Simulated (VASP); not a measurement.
# LaC2: structure and properties in VASP, part 2 of 5

Wanted: the relaxed cell of LaC2 and its properties. The start is a cell from a database of measured crystal structures.

VASP 6.6.1; LDA; plane waves and PAW (La, C).

Still holding for the runs below: This run has no spin polarisation. Its electron count is odd, so without a moment it is a metal by construction.

So far. Step 2 (Full relaxation (LDA)): It ends with a largest force of 0.003 eV/Å and a pressure of -0.01 GPa. The volume lies -4.8 % from that of the database's start, which holds the thermal and zero-point expansion of its experiment. LDA is known to overbind. Step 3 (Second relaxation): It ends with a largest force of 0.001 eV/Å and a pressure of 0.00 GPa. The volume moved by under 0.01 %: the run met its threshold at the first step.

## Step 4: Density, ELF and potential (LDA)

A single point on the relaxed cell gives a clean self-consistent state, with density, ELF and potential written out.

File INCAR:

```
SYSTEM = LaC2
PREC = Accurate
ENCUT = 520
EDIFF = 1E-06
NELM = 100
ISMEAR = 0
SIGMA = 0.05
LREAL = .FALSE.
ALGO = Normal
GGA = CA
NBANDS = 15
LASPH = .TRUE.
LORBIT = 11
LWAVE = .FALSE.
LCHARG = .TRUE.
ISIF = 2
LELF = .TRUE.
LVHAR = .TRUE.
```

File POSCAR:

```
LaC2
1.0
   -1.9302297104      1.9302297104      3.2468867917
    1.9302297104     -1.9302297104      3.2468867917
    1.9302297104      1.9302297104     -3.2468867917
La C
1 2
Direct
    0.0000000000      0.0000000000      0.0000000000
    0.4009451034      0.4009451034      0.0000000000
    0.5990548966      0.5990548966      0.0000000000
```

File KPOINTS:

```
Automatic mesh
0
Gamma
8 8 8
0 0 0
```

PAW data sets: La and C (LDA family, release 64).

Run with:

```console
> mpirun -np 2 vasp_std
```

Output:

```text
[banner, memory and clock lines left out]
running    2 mpi-ranks, on    1 nodes
 distrk:  each k-point on    2 cores,    1 groups
 distr:  one band on    1 cores,    2 groups

 POSCAR found type information on POSCAR LaC
 POSCAR found :  2 types and       3 ions
 LDA part: xc-table for (Slater(with rela. corr.)+CA(PZ))
 , standard interpolation
|                                                                             |
|           W    W    AA    RRRRR   N    N  II  N    N   GGGG   !!!           |
|           W    W   A  A   R    R  NN   N  II  NN   N  G    G  !!!           |
|           W    W  A    A  R    R  N N  N  II  N N  N  G       !!!           |
|           W WW W  AAAAAA  RRRRR   N  N N  II  N  N N  G  GGG   !            |
|           WW  WW  A    A  R   R   N   NN  II  N   NN  G    G                |
|           W    W  A    A  R    R  N    N  II  N    N   GGGG   !!!           |
|                                                                             |
|     The number of bands has been changed from the values supplied in        |
|     The orbitals not found in the WAVECAR file will be initialized with     |
|     random numbers, which is usually adequate. For correlated               |
|     calculations, however, you should redo the groundstate calculation.     |
|     I found NBANDS = 15. Now, NBANDS = 16.                                  |
|                                                                             |

 POSCAR, INCAR and KPOINTS ok, starting setup
 FFT: planning ... GRIDC
 FFT: planning ... GRID_SOFT
 FFT: planning ... GRID
 WAVECAR not read
 entering main loop
       N       E                     dE             d eps       ncg     rms          rms(c)
DAV:   1     0.149319778140E+03    0.14932E+03   -0.71503E+03  1928   0.162E+03
DAV:   2    -0.336574870876E+01   -0.15269E+03   -0.14012E+03  2360   0.241E+02
DAV:   3    -0.278278427298E+02   -0.24462E+02   -0.23185E+02  3008   0.116E+02
DAV:   4    -0.289001744087E+02   -0.10723E+01   -0.10700E+01  2856   0.268E+01
DAV:   5    -0.289654402029E+02   -0.65266E-01   -0.65260E-01  2936   0.538E+00    0.853E+00
DAV:   6    -0.262506531548E+02    0.27148E+01   -0.10774E+01  2968   0.185E+01    0.385E+00
DAV:   7    -0.261651496432E+02    0.85504E-01   -0.10216E+00  2792   0.622E+00    0.206E+00
DAV:   8    -0.261433647064E+02    0.21785E-01   -0.19026E-01  3376   0.430E+00    0.434E-01
DAV:   9    -0.261392619962E+02    0.41027E-02   -0.24581E-02  3288   0.126E+00    0.146E-01
DAV:  10    -0.261391243807E+02    0.13762E-03   -0.22704E-03  3256   0.422E-01    0.377E-02
DAV:  11    -0.261391343820E+02   -0.10001E-04   -0.10596E-04  2464   0.713E-02    0.224E-02
DAV:  12    -0.261391370729E+02   -0.26909E-05   -0.27959E-05  3528   0.489E-02    0.492E-03
DAV:  13    -0.261391368181E+02    0.25479E-06   -0.28913E-06  2640   0.130E-02
   1 F= -.26139137E+02 E0= -.26138553E+02  d E =-.116765E-02
```

Wall time 14 s (2 MPI ranks of Intel Xeon Platinum 8488C (Sapphire Rapids), shared host); peak memory 0.32 GiB; 26 s of CPU time.

OUTCAR, selected parts (step 4):

```text
The static configuration has the point symmetry D_4h.

 Found     59 irreducible k-points:

   k-points           NKPTS =     59   k-points in BZ     NKDIM =     59   number of bands    NBANDS=     16

   NELECT =      19.0000    total number of electrons

 E-fermi :   7.4886

 k-point     1 :       0.0000    0.0000    0.0000
  band No.  band energies     occupation
    ...
      7       2.8195      2.00000
      8       4.3851      2.00000
      9       4.3851      2.00000
     10       7.4220      1.94034
     11       7.4220      1.94034
     12       8.0630      0.00000
     13       9.5438      0.00000
     14      10.2270      0.00000
     15      10.3029      0.00000
     16      10.3029      0.00000

 k-point     2 :       0.1250    0.0000    0.0000
  band No.  band energies     occupation
    ...
      6       2.1038      2.00000
      7       3.4123      2.00000
      8       4.1077      2.00000
      9       4.1311      2.00000
     10       7.4810      1.16838
     11       7.6390      0.00002
     12       8.3100      0.00000
     13       9.7417      0.00000
     14      10.2367      0.00000
     15      10.2782      0.00000
    ...

  Total        0.0001515      0.0001515     -0.0052521      0.0000000      0.0000000      0.0000000
  in kB        0.0050174      0.0050174     -0.1738981      0.0000000      0.0000000      0.0000000
  external PRESSURE =      -0.0546211 kB  Pullay stress =       0.0000000 kB

 POSITION                                       TOTAL-FORCE (eV/Angst)
 -----------------------------------------------------------------------------------
      0.00000      0.00000      0.00000         0.000000      0.000000     -0.000000
      0.00000      0.00000      2.60365        -0.000000     -0.000000      0.000978
      0.00000      0.00000      3.89013         0.000000      0.000000     -0.000978
 -----------------------------------------------------------------------------------
    total drift:                                0.000000      0.000000      0.000000

  FREE ENERGIE OF THE ION-ELECTRON SYSTEM (eV)
  ---------------------------------------------------
  free  energy   TOTEN  =       -26.1391368181 eV

  energy  without entropy=      -26.1379691697  energy(sigma->0) =      -26.13855299

[... 8 parts as in an earlier step ...]

[... 5 further parts left out ...]
```

Numbers from this step:

```yaml
electronic_steps: 13
bands: 16
pressure: -0.005462 GPa
```

Valence electrons inside each PAW sphere by angular momentum. Sphere charges, by row:

```tsv
atom	s (e)	p (e)	d (e)	f (e)	tot (e)
La1	2.03	5.679	0.686	0.18	8.575
C2	0.914	1.593	0	0	2.507
C3	0.914	1.593	0	0	2.507
```

Electrostatic potential energy in the ac plane of the conventional cell at fractional y = 0.000, with atoms of La and C within 0.2 Å of it. With pseudopotentials it is smooth inside the atoms' cores, unlike the true potential.

Ten even steps from '0' (-91 eV) to '9' (3 eV), each cell a mean:
```
00268999997410
01478999998631
45789999999865
88899999999988
99999999999999
99999999999999
89999999999998
56899999999975
75799999999855
65799999999865
56899999999975
57899999999986
55799999999964
75799999999855
55899999999965
68999999999987
99999999999999
99999999999999
88999999999998
67889999999876
23589999998742
00368999998510
00168999997400
```
Columns run along a (3.9 Å; values clipped at the 3rd and 97th percentile), rows up along c (6.5 Å), edges of the conventional cell, whose origin can differ from the input's. Atoms in or near the plane, at fractional coordinates: La at (0.00, 0.00), C at (0.00, 0.40), C at (0.00, 0.60).

Valence density in the ac plane of the conventional cell at fractional y = 0.000, with atoms of La and C within 0.2 Å of it. It is the smooth field of the valence electrons, not physical close to the nuclei.

Ten even steps from '_' (0.0 e/Å³) to '@' (2.5 e/Å³), each cell a mean:
```
::++**==..__________::++**--
++**++::____________..==****
++==--..______________::--++
::::..__________________..::
....______________________..
....____________________....
--::..________________..::--
##++::..______________..--**
**++--..______________::==**
##**--..______________::==**
@@##--..______________::==%%
@@##--..______________::==%%
%%**--..______________::==##
**++--..______________::==**
##++--..______________::==**
++--::________________..::==
::....__________________..::
....______________________..
....____________________....
==--::________________..::--
****==::____________..--++**
==++**--..__________::==**++
__==**==..__________::++**::
```
Columns run along a (3.9 Å), rows up along c (6.5 Å), edges of the conventional cell, whose origin can differ from the input's. Atoms in or near the plane, at fractional coordinates: La at (0.00, 0.00), C at (0.00, 0.40), C at (0.00, 0.60).

ELF in the ac plane of the conventional cell at fractional y = 0.000, with atoms of La and C within 0.2 Å of it. It is the smooth field of the valence electrons, not physical close to the nuclei.

Ten even steps from '_' (0.04) to '@' (0.90), each cell a mean:
```
++##@@@@++..______::##@@%%**
%%%%@@%%--________..++%%@@%%
%%%%##++..__________--**%%%%
++++--::______________::==++
--::::..______________..::--
##**++--::..______..--==**##
@@@@@@##==..____..::++%%@@@@
%%%%@@%%++::____..--##%%@@%%
..==####++::____..--**%%**--
::==####++::______--**##**--
##%%%%**==..______::++##%%##
@@@@%%**==..______::++##%%@@
==**####==..______::++####++
..==####++::____..--**##**::
++##%%%%++::____..--##%%%%**
@@@@@@%%++::____..--**%%@@@@
@@%%##++--..______..==**##%%
====--::..__________..::--==
----::..______________..::--
%%##**--..__________::++####
%%@@@@##::________..==%%@@@@
**%%@@%%==..______::**@@@@##
--**@@@@++..______::##@@%%++
```
Columns run along a (3.9 Å), rows up along c (6.5 Å), edges of the conventional cell, whose origin can differ from the input's. Atoms in or near the plane, at fractional coordinates: La at (0.00, 0.00), C at (0.00, 0.40), C at (0.00, 0.60).

In this run the pressure is -0.01 GPa, small enough to go on.

## Step 5: Band structure (LDA)

Levels along the symmetry lines show where the bands peak and cross; KPOINTS_OPT computes them in the converged potential.

File INCAR:

```
SYSTEM = LaC2
PREC = Accurate
ENCUT = 520
EDIFF = 1E-06
NELM = 100
ISMEAR = 0
SIGMA = 0.05
LREAL = .FALSE.
ALGO = Normal
GGA = CA
NBANDS = 22
LASPH = .TRUE.
LORBIT = 11
LWAVE = .FALSE.
LCHARG = .FALSE.
KPAR = 2
```

POSCAR is that of step 4.

KPOINTS is that of step 4.

File KPOINTS_OPT:

```
Line mode
16
Line-mode
Reciprocal
  0.00000000   0.00000000   0.00000000 GAMMA
  0.00000000   0.00000000   0.50000000 X

  0.00000000   0.00000000   0.50000000 X
 -0.17670698   0.17670698   0.50000000 Y

 -0.17670698   0.17670698   0.50000000 Y
 -0.33835349   0.33835349   0.33835349 S

 -0.33835349   0.33835349   0.33835349 S
  0.00000000   0.00000000   0.00000000 GAMMA

  0.00000000   0.00000000   0.00000000 GAMMA
  0.50000000   0.50000000  -0.50000000 Z

  0.50000000   0.50000000  -0.50000000 Z
  0.33835349   0.66164651  -0.33835349 S1

  0.33835349   0.66164651  -0.33835349 S1
  0.00000000   0.50000000   0.00000000 N

  0.00000000   0.50000000   0.00000000 N
  0.25000000   0.25000000   0.25000000 P

  0.25000000   0.25000000   0.25000000 P
  0.50000000   0.50000000  -0.17670698 Y1

  0.50000000   0.50000000  -0.17670698 Y1
  0.50000000   0.50000000  -0.50000000 Z

  0.00000000   0.00000000   0.50000000 X
  0.25000000   0.25000000   0.25000000 P
```

Run with:

```console
> mpirun -np 2 vasp_std
```

Output:

```text
[... set-up lines as in an earlier step ...]
 entering main loop
       N       E                     dE             d eps       ncg     rms          rms(c)
DAV:   1     0.128830005583E+03    0.12883E+03   -0.71395E+03  3056   0.118E+03
DAV:   2    -0.109659958223E+02   -0.13980E+03   -0.11417E+03  2878   0.208E+02
DAV:   3    -0.276561437157E+02   -0.16690E+02   -0.16072E+02  3414   0.806E+01
DAV:   4    -0.289459454082E+02   -0.12898E+01   -0.12861E+01  4190   0.206E+01
DAV:   5    -0.289685484989E+02   -0.22603E-01   -0.22568E-01  3614   0.221E+00    0.852E+00
DAV:   6    -0.262535600232E+02    0.27150E+01   -0.68529E+00  4106   0.133E+01    0.389E+00
DAV:   7    -0.261629699764E+02    0.90590E-01   -0.89938E-01  3630   0.438E+00    0.205E+00
DAV:   8    -0.261416748836E+02    0.21295E-01   -0.10831E-01  4120   0.287E+00    0.430E-01
DAV:   9    -0.261393258614E+02    0.23490E-02   -0.13321E-02  4352   0.889E-01    0.117E-01
DAV:  10    -0.261391198042E+02    0.20606E-03   -0.16661E-03  3802   0.220E-01    0.377E-02
DAV:  11    -0.261391357475E+02   -0.15943E-04   -0.16124E-04  4002   0.746E-02    0.278E-02
DAV:  12    -0.261391375179E+02   -0.17705E-05   -0.10666E-05  3802   0.289E-02    0.853E-03
DAV:  13    -0.261391368450E+02    0.67290E-06   -0.23155E-06  3400   0.157E-02
   1 F= -.26139137E+02 E0= -.26138553E+02  d E =-.116734E-02
 Start KPOINTS_OPT (optional k-point list driver)
k-point batch [1-59\176]
       N       E                     dE             ncg
DAV:   1     0.348744981241E+04   -0.28797E+05     3014
DAV:   2    -0.390464840411E+04   -0.73921E+04     2836
DAV:   3    -0.479383859603E+04   -0.88919E+03     3360
DAV:   4    -0.486276254139E+04   -0.68924E+02     4268
DAV:   5    -0.486399178242E+04   -0.12292E+01     3504
DAV:   6    -0.486405784293E+04   -0.66061E-01     4392
DAV:   7    -0.486405885739E+04   -0.10145E-02     3520
DAV:   8    -0.486405892013E+04   -0.62742E-04     3876
DAV:   9    -0.486405892261E+04   -0.24851E-05     2294
DAV:  10    -0.486405892288E+04   -0.27096E-06     2266
[...]
k-point batch [119-176\176]
       N       E                     dE             ncg
DAV:   1     0.404046372500E+04   -0.35803E+05     2882
DAV:   2    -0.308166221641E+04   -0.71221E+04     2710
DAV:   3    -0.400882445632E+04   -0.92716E+03     3432
DAV:   4    -0.407793427569E+04   -0.69110E+02     4208
DAV:   5    -0.407916399053E+04   -0.12297E+01     3512
DAV:   6    -0.407924896651E+04   -0.84976E-01     4316
DAV:   7    -0.407925004409E+04   -0.10776E-02     3492
DAV:   8    -0.407925011753E+04   -0.73437E-04     3838
DAV:   9    -0.407925011843E+04   -0.89813E-06     2282
```

It took 40 s on 2 MPI ranks; peak memory 0.46 GiB.

From OUTCAR (step 5):

```text
   k-points           NKPTS =     59   k-points in BZ     NKDIM =     59   number of bands    NBANDS=     22

   NELECT =      19.0000    total number of electrons

 E-fermi :   7.4885

 k-point     1 :       0.0000    0.0000    0.0000
  band No.  band energies     occupation
    ...
      7       2.8193      2.00000
      8       4.3849      2.00000
      9       4.3849      2.00000
     10       7.4219      1.94039
     11       7.4219      1.94039
     12       8.0630      0.00000
     13       9.5437      0.00000
     14      10.2269      0.00000
     15      10.3027      0.00000
     16      10.3027      0.00000
    ...

  Total        0.0022878      0.0022878     -0.0043210      0.0000000      0.0000000      0.0000000
  in kB        0.0757497      0.0757497     -0.1430687      0.0000000      0.0000000      0.0000000
  external PRESSURE =       0.0028103 kB  Pullay stress =       0.0000000 kB

 POSITION                                       TOTAL-FORCE (eV/Angst)
 -----------------------------------------------------------------------------------
      0.00000      0.00000      0.00000         0.000000      0.000000     -0.000000
      0.00000      0.00000      2.60365        -0.000000     -0.000000      0.001515
      0.00000      0.00000      3.89013         0.000000      0.000000     -0.001515
 -----------------------------------------------------------------------------------
    total drift:                                0.000000      0.000000      0.000000

  FREE ENERGIE OF THE ION-ELECTRON SYSTEM (eV)
  ---------------------------------------------------
  free  energy   TOTEN  =       -26.1391368450 eV

  energy  without entropy=      -26.1379695031  energy(sigma->0) =      -26.13855317

[... 8 parts as in an earlier step ...]

[... 8 further parts left out ...]
```

Spin-orbit coupling is off here; with elements this heavy it splits and shifts levels by tenths of an eV or more.

Numbers from this step:

- bands: 22
- pressure: 2.81e-4 GPa

The electronic bands at the labelled points (eV, zero at the Fermi level; # counts the bands kept, so #1 is VASP's band 6):

```tsv
point	#2	#3	#4	#5	#6	#7	#8	#9
Γ	-4.67	-3.10	-3.10	-0.07	-0.07	0.57	2.06	2.74
0.53 of the way	-4.80	-3.92	-3.13	-1.57	1.88	2.15	2.48	2.63
X	-3.39	-3.34	-2.90	-2.33	2.32	2.41	2.46	2.63
0.47 of the way	-3.52	-3.37	-3.11	-1.90	2.33	2.36	2.47	2.63
Y	-4.25	-3.45	-3.06	-0.68	2.08	2.39	2.52	2.57
0.53 of the way	-4.67	-3.84	-2.95	0.76	1.57	2.32	2.49	2.62
S	-4.65	-4.22	-2.92	1.34	1.71	1.95	2.59	2.62
0.53 of the way	-4.92	-4.17	-3.80	0.04	0.56	1.96	2.59	2.69
Γ	-4.67	-3.10	-3.10	-0.07	-0.07	0.57	2.06	2.74
0.53 of the way	-3.27	-3.27	-2.18	-0.27	1.57	1.57	2.45	2.60
Z	-3.26	-3.26	-2.55	-0.72	2.50	2.53	2.56	2.56
0.53 of the way	-3.85	-3.64	-2.63	0.01	2.29	2.34	2.55	2.58
S1	-4.65	-4.22	-2.92	1.34	1.71	1.95	2.59	2.62
0.53 of the way	-4.86	-4.50	-2.46	1.27	1.69	2.03	2.66	2.67
N	-4.93	-4.60	-2.05	1.14	1.61	2.21	2.67	2.70
0.47 of the way	-4.21	-4.02	-2.05	0.42	0.64	2.31	2.48	2.71
P	-3.36	-3.36	-2.03	-0.22	-0.22	2.43	2.43	2.75
0.47 of the way	-3.50	-3.39	-2.52	-1.21	1.31	2.36	2.46	2.67
Y1	-4.25	-3.45	-3.06	-0.68	2.08	2.39	2.52	2.57
0.53 of the way	-4.22	-3.44	-2.68	0.33	1.86	2.51	2.54	2.56
Z	-3.26	-3.26	-2.55	-0.72	2.50	2.53	2.56	2.56
jump to X	-3.39	-3.34	-2.90	-2.33	2.32	2.41	2.46	2.63
0.53 of the way	-3.36	-3.22	-2.52	-1.51	1.26	2.41	2.45	2.68
P	-3.36	-3.36	-2.03	-0.22	-0.22	2.43	2.43	2.75
```

Of the projections kept (La, C), the largest for each band there; the rest of the weight can lie on other orbitals:

```tsv
point	#2	#3	#4	#5	#6	#7	#8	#9
Γ	C 0.89	C 0.83	C 0.83	La 0.61	La 0.61	La 1.00	La 1.00	La 1.00
X	C 0.81	C 0.75	C 0.81	La 0.67	La 1.00	La 1.00	La 1.00	La 1.00
Y	C 0.78	C 0.74	C 0.79	La 0.59	La 0.99	La 1.00	La 0.99	La 0.94
S	C 0.74	C 0.75	C 0.80	La 0.95	La 0.80	La 0.87	La 0.99	La 1.00
Γ	C 0.89	C 0.83	C 0.83	La 0.61	La 0.61	La 1.00	La 1.00	La 1.00
Z	C 0.80	C 0.80	C 0.82	La 1.00	La 0.99	La 1.00	La 1.00	La 1.00
```

There is no gap at this level.

[end of part 2 of 5]

[Lines on the potential files, build, host, timing and source positions are cut from VASP's logs without a mark.]

[Logs are printed without paths, hosts, clocks, repeated set-up lines and the standing remarks that a program may print on its own settings, such as how far it seeks lower states.]

[Hosts, paths, dates, database ids (printed as entryN), source tags and the programs' standing remarks are cut or masked in the printed files.]

[A measured line is paired with the nearest computed mode of its activity, which favours agreement.]
